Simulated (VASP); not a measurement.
Output of a VASP run:

File OSZICAR:
```
       N       E                     dE             d eps       ncg     rms          rms(c)
DAV:   1     0.262010580936E+03    0.26201E+03   -0.22154E+04   920   0.173E+03
DAV:   2    -0.109476133059E+03   -0.37149E+03   -0.36626E+03  1154   0.465E+02
DAV:   3    -0.127880883000E+03   -0.18405E+02   -0.18359E+02  1179   0.101E+02
DAV:   4    -0.128415804778E+03   -0.53492E+00   -0.53450E+00  1667   0.150E+01
DAV:   5    -0.128419693925E+03   -0.38891E-02   -0.38883E-02  1186   0.117E+00    0.374E+01
DAV:   6    -0.108067723661E+03    0.20352E+02   -0.28347E+01  1248   0.468E+01    0.146E+01
DAV:   7    -0.108280258270E+03   -0.21253E+00   -0.28659E+00  1242   0.170E+01    0.747E+00
DAV:   8    -0.109608389461E+03   -0.13281E+01   -0.17724E+00  1077   0.150E+01    0.113E+00
DAV:   9    -0.107781824298E+03    0.18266E+01   -0.15185E+00  1081   0.118E+01    0.780E-01
DAV:  10    -0.108108494132E+03   -0.32667E+00   -0.13112E-01  1420   0.275E+00    0.377E-01
DAV:  11    -0.108077553095E+03    0.30941E-01   -0.32167E-03  1246   0.550E-01    0.285E-01
DAV:  12    -0.108153697605E+03   -0.76145E-01   -0.31141E-02  1060   0.169E+00    0.144E-01
DAV:  13    -0.108157631892E+03   -0.39343E-02   -0.14080E-03  1360   0.418E-01    0.105E-01
DAV:  14    -0.108157871607E+03   -0.23972E-03   -0.39050E-05  1446   0.366E-02    0.105E-01
DAV:  15    -0.108157242479E+03    0.62913E-03   -0.42146E-05  1165   0.809E-02    0.114E-01
DAV:  16    -0.108161981816E+03   -0.47393E-02   -0.25038E-03  1018   0.629E-01    0.768E-02
DAV:  17    -0.108162285155E+03   -0.30334E-03   -0.42824E-04  1311   0.230E-01    0.383E-02
DAV:  18    -0.108162277518E+03    0.76361E-05   -0.77578E-06  1368   0.215E-02    0.344E-02
DAV:  19    -0.108162283115E+03   -0.55967E-05   -0.26092E-07   968   0.600E-03    0.368E-02
DAV:  20    -0.108162274838E+03    0.82770E-05   -0.28014E-05  1053   0.575E-02    0.102E-02
DAV:  21    -0.108162276794E+03   -0.19561E-05   -0.57681E-06  1463   0.243E-02    0.582E-03
DAV:  22    -0.108162279896E+03   -0.31014E-05   -0.61144E-07  1208   0.785E-03    0.342E-03
DAV:  23    -0.108162281036E+03   -0.11403E-05   -0.74931E-08   768   0.281E-03    0.247E-03
DAV:  24    -0.108162279965E+03    0.10711E-05   -0.44738E-07  1144   0.645E-03    0.287E-03
DAV:  25    -0.108162280175E+03   -0.21039E-06   -0.31815E-08   740   0.207E-03    0.235E-03
DAV:  26    -0.108162280414E+03   -0.23884E-06   -0.71771E-09   712   0.903E-04    0.162E-03
DAV:  27    -0.108162280626E+03   -0.21175E-06   -0.26738E-08   649   0.180E-03    0.606E-04
DAV:  28    -0.108162280637E+03   -0.11457E-07   -0.33999E-09   628   0.516E-04
   1 F= -.10816228E+03 E0= -.10816228E+03  d E =0.000000E+00
       N       E                     dE             ncg
       N       E                     dE             ncg
       N       E                     dE             ncg
```

### OUTCAR
```
------------------------ aborting loop because EDIFF is reached ----------------------------------------
  FORCE on cell =-STRESS in cart. coord.  units (eV):
  Direction    XX          YY          ZZ          XY          YZ          ZX
  --------------------------------------------------------------------------------------
  Total        0.0214335      0.0214335      0.0214335      0.0000000     -0.0000000      0.0000000
  in kB        0.5433513      0.5433513      0.5433513      0.0000000     -0.0000000      0.0000000
  external PRESSURE =       0.5433513 kB  Pullay stress =       0.0000000 kB
  volume of cell :       63.20
      direct lattice vectors                 reciprocal lattice vectors
     3.983279542  0.000000000  0.000000000     0.251049415  0.000000000  0.000000000
     0.000000000  3.983279542  0.000000000     0.000000000  0.251049415  0.000000000
     0.000000000  0.000000000  3.983279542     0.000000000  0.000000000  0.251049415
 POSITION                                       TOTAL-FORCE (eV/Angst)
 -----------------------------------------------------------------------------------
      0.00000      0.00000      0.00000         0.000000      0.000000      0.000000
      1.99164      1.99164      1.99164         0.000000      0.000000      0.000000
      1.99164      0.00000      1.99164         0.000000      0.000000      0.000000
      0.00000      1.99164      1.99164         0.000000      0.000000      0.000000
      1.99164      1.99164      0.00000         0.000000      0.000000      0.000000
 -----------------------------------------------------------------------------------
    total drift:                                0.000000      0.000000     -0.000000
  FREE ENERGIE OF THE ION-ELECTRON SYSTEM (eV)
  ---------------------------------------------------
  free  energy   TOTEN  =      -108.1622806373 eV

  energy  without entropy=     -108.1622806373  energy(sigma->0) =     -108.16228064

 total charge

# of ion       s       p       d       tot
------------------------------------------
    1        1.963   5.681   0.045   7.689
    2        0.317   6.358   2.040   8.715
    3        1.572   3.547   0.000   5.119
    4        1.572   3.547   0.000   5.119
    5        1.572   3.547   0.000   5.119
--------------------------------------------------
tot          6.995  22.680   2.084  31.760

 Electric field gradients after diagonalization (V/A^2)
 (convention: |V_zz| > |V_xx| > |V_yy|)
----------------------------------------------------------------------
 ion       V_xx      V_yy      V_zz     asymmetry (V_yy - V_xx)/ V_zz
----------------------------------------------------------------------
   1      -0.000    -0.000     0.000       0.016
   2      -0.000    -0.000    -0.000      -0.093
   3     -12.114   -12.114    24.229       0.000
   4     -12.114   -12.114    24.229       0.000
   5     -12.114   -12.114    24.229       0.000
```
(Selected blocks of OUTCAR.)

File POSCAR:
```
KTaO3
1
    3.9832795417    -0.0000000000     0.0000000000
    0.0000000000     3.9832795417    -0.0000000000
    0.0000000000     0.0000000000     3.9832795417
K Ta O
1 1 3
Direct
  0.0000000000   0.0000000000   0.0000000000
  0.5000000000   0.5000000000   0.5000000000
  0.5000000000   0.0000000000   0.5000000000
  0.0000000000   0.5000000000   0.5000000000
  0.5000000000   0.5000000000   0.0000000000
```

Q: Reconstruct the remaining input files.

A: Several could match; the one computed here: the input of the run itself, SCAN meta-GGA, plane waves, VASP's PBE PAW potentials (set 64).

File KPOINTS_OPT:
```
k-points along high-symmetry lines
10
Line-mode
Reciprocal
  0.000000   0.000000   0.000000 ! GAMMA
  0.000000   0.500000   0.000000 ! X

  0.000000   0.500000   0.000000 ! X
  0.500000   0.500000   0.000000 ! M

  0.500000   0.500000   0.000000 ! M
  0.000000   0.000000   0.000000 ! GAMMA

  0.000000   0.000000   0.000000 ! GAMMA
  0.500000   0.500000   0.500000 ! R

  0.500000   0.500000   0.500000 ! R
  0.000000   0.500000   0.000000 ! X

  0.500000   0.500000   0.500000 ! R
  0.500000   0.500000   0.000000 ! M
```

File KPOINTS:
```
Automatic mesh
0
Gamma
  6 6 6
0 0 0
```

**INCAR**
```
SYSTEM = KTaO3
PREC = Accurate
ENCUT = 520
EDIFF = 1E-7
NELM = 100
ALGO = Normal
LREAL = .FALSE.
LASPH = .TRUE.
ISMEAR = -5
METAGGA = SCAN
LMIXTAU = .TRUE.
LMAXMIX = 6
LWAVE = .FALSE.
LCHARG = .FALSE.
LORBIT = 11
NEDOS = 601
ISIF = 2
LEFG = .TRUE.
```

POTCAR, in this order: K_sv Ta_pv O (PBE.64 set). Program: vasp_std.

The compound is KTaO3 in the cubic perovskite structure. It was relaxed first.
